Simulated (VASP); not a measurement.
Output of a VASP run:

File OUTCAR:
```
 ion  position               nearest neighbor table
   1  0.000  0.000  0.000-
  LATTYP: Found a face centered cubic cell.
 ALAT       =     5.4800000000
 Subroutine PRICEL returns:
 Original cell was already a primitive cell.
 Subroutine GETGRP returns: Found 48 space group operations
The static configuration has the point symmetry O_h .
The dynamic configuration has the point symmetry O_h .
 Subroutine INISYM returns: Found 48 space group operations
 Subroutine IBZKPT returns following result:
 Found     47 irreducible k-points:

 Following reciprocal coordinates:
            Coordinates               Weight
  0.000000  0.000000  0.000000      1.000000
  0.100000  0.000000  0.000000      8.000000
  0.200000  0.000000  0.000000      8.000000
  0.300000  0.000000  0.000000      8.000000
  0.400000  0.000000  0.000000      8.000000
  0.500000  0.000000  0.000000      4.000000
  0.100000  0.100000  0.000000      6.000000
  0.200000  0.100000  0.000000     24.000000
  0.300000  0.100000  0.000000     24.000000
  0.400000  0.100000  0.000000     24.000000
  0.500000  0.100000  0.000000     24.000000
 -0.400000  0.100000  0.000000     24.000000
 -0.300000  0.100000  0.000000     24.000000
 -0.200000  0.100000  0.000000     24.000000
 -0.100000  0.100000  0.000000     12.000000
  0.200000  0.200000  0.000000      6.000000
  0.300000  0.200000  0.000000     24.000000
  0.400000  0.200000  0.000000     24.000000
  0.500000  0.200000  0.000000     24.000000
 -0.400000  0.200000  0.000000     24.000000
 -0.300000  0.200000  0.000000     24.000000
 -0.200000  0.200000  0.000000     12.000000
  0.300000  0.300000  0.000000      6.000000
  0.400000  0.300000  0.000000     24.000000
  0.500000  0.300000  0.000000     24.000000
 -0.400000  0.300000  0.000000     24.000000
 -0.300000  0.300000  0.000000     12.000000
  0.400000  0.400000  0.000000      6.000000
  0.500000  0.400000  0.000000     24.000000
 -0.400000  0.400000  0.000000     12.000000
  0.500000  0.500000  0.000000      3.000000
  0.300000  0.200000  0.100000     24.000000
  0.400000  0.200000  0.100000     48.000000
  0.500000  0.200000  0.100000     48.000000
 -0.400000  0.200000  0.100000     24.000000
  0.400000  0.300000  0.100000     24.000000
  0.500000  0.300000  0.100000     48.000000
 -0.400000  0.300000  0.100000     48.000000
 -0.300000  0.300000  0.100000     48.000000
 -0.200000  0.300000  0.100000     24.000000
   k-points           NKPTS =     47   k-points in BZ     NKDIM =     47   number of bands    NBANDS=      8
   number of dos      NEDOS =    301   number of ions     NIONS =      1
   total plane-waves  NPLWV =  21952
   dimension x,y,z NGX =    28 NGY =   28 NGZ =   28
   dimension x,y,z NGXF=    56 NGYF=   56 NGZF=   56
   ions per type =               1
   PREC   = accura    normal or accurate (medium, high low for compatibility)
   ISTART =      0    job   : 0-new  1-cont  2-samecut
   ICHARG =      2    charge: 1-file 2-atom 10-const
   ISPIN  =      1    spin polarized calculation?
   LNONCOLLINEAR =      F non collinear calculations
   LSORBIT =      F    spin-orbit coupling
   INIWAV =      1    electr: 0-lowe 1-rand  2-diag
   ENCUT  =  400.0 eV  29.40 Ry    5.42 a.u.   6.32  6.32  6.32*2*pi/ulx,y,z
   NELM   =    100;   NELMIN=  2; NELMDL= -5     # of ELM steps
   EDIFF  = 0.1E-01   stopping-criterion for ELM
   LREAL  =      F    real-space projection
   NLSPLINE    = F    spline interpolate recip. space projectors
   LMAXMIX     =    6 max onsite mixed and CHGCAR
   VOSKOWN=      0    Vosko Wilk Nusair interpolation
   EDIFFG = 0.1E+00   stopping-criterion for IOM
   NSW    =      0    number of steps for IOM
   NBLOCK =      1;   KBLOCK =      1    inner block; outer block
   IBRION =     -1    ionic relax: 0-MD 1-quasi-New 2-CG
   NFREE  =      0    steps in history (QN), initial steepest desc. (CG)
...
```

**OSZICAR**
```
       N       E                     dE             d eps       ncg     rms          rms(c)
DAV:   1     0.190288824814E+01    0.19029E+01   -0.38924E+03   808   0.710E+02
DAV:   2    -0.142872978061E+01   -0.33316E+01   -0.33075E+01   944   0.439E+01
DAV:   3    -0.144901237307E+01   -0.20283E-01   -0.20217E-01  1096   0.386E+00
DAV:   4    -0.144908231776E+01   -0.69945E-04   -0.69942E-04  1008   0.162E-01
DAV:   5    -0.144908239426E+01   -0.76501E-07   -0.76545E-07   480   0.505E-03    0.753E+00
DAV:   6    -0.145757285701E+01   -0.84905E-02   -0.10920E-03   416   0.320E-01
   1 F= -.14575729E+01 E0= -.14573613E+01  d E =-.634798E-03
```

File OUTCAR:
```
------------------------ aborting loop because EDIFF is reached ----------------------------------------
  FORCE on cell =-STRESS in cart. coord.  units (eV):
  Direction    XX          YY          ZZ          XY          YZ          ZX
  --------------------------------------------------------------------------------------
  Total       -0.0549712     -0.0549712     -0.0549712      0.0000000     -0.0000000      0.0000000
  in kB       -2.1407403     -2.1407403     -2.1407403      0.0000000     -0.0000000      0.0000000
  external PRESSURE =      -2.1407403 kB  Pullay stress =       0.0000000 kB
  volume of cell :       41.14
      direct lattice vectors                 reciprocal lattice vectors
     0.000000000  2.740000000  2.740000000    -0.182481752  0.182481752  0.182481752
     2.740000000  0.000000000  2.740000000     0.182481752 -0.182481752  0.182481752
     2.740000000  2.740000000  0.000000000     0.182481752  0.182481752 -0.182481752
 POSITION                                       TOTAL-FORCE (eV/Angst)
 -----------------------------------------------------------------------------------
      0.00000      0.00000      0.00000         0.000000      0.000000      0.000000
 -----------------------------------------------------------------------------------
    total drift:                               -0.000000     -0.000000     -0.000000
  FREE ENERGIE OF THE ION-ELECTRON SYSTEM (eV)
  ---------------------------------------------------
  free  energy   TOTEN  =        -1.4575728570 eV

  energy  without entropy=       -1.4569380594  energy(sigma->0) =       -1.45736126
```
(Selected blocks of OUTCAR.)

**POSCAR**
```
Yb
1
    0.0000000000     2.7400000000     2.7400000000
    2.7400000000     0.0000000000     2.7400000000
    2.7400000000     2.7400000000     0.0000000000
Yb
1
Direct
  0.0000000000   0.0000000000   0.0000000000
```

### Question
Write an INCAR and KPOINTS that could have produced this output.

### Answer
Several could match; the one computed here: the input of the run itself, PBE GGA, plane waves, VASP's PBE PAW potentials (set 64).

**INCAR**
```
SYSTEM = Yb
PREC = Accurate
ENCUT = 400
EDIFF = 1E-2
NELM = 100
ALGO = Normal
LREAL = .FALSE.
LASPH = .TRUE.
ISMEAR = 1
SIGMA = 0.1
GGA = PE
LMAXMIX = 6
LWAVE = .FALSE.
LCHARG = .FALSE.
ISIF = 2
```

### KPOINTS
```
Regular mesh
0
Gamma
  10 10 10
0 0 0
```

POTCAR, in this order: Yb_2 (PBE.64 set). Program: vasp_std.

The 4f electrons are frozen in the core of the lanthanide potential, so 4f levels, which can set the real gap, and their magnetism are missing.

The compound is Yb in the fcc structure. The cell was not relaxed at this level. The run is one of a series of settings (EDIFF = 1E-2 against the base run), some of them coarse on purpose.
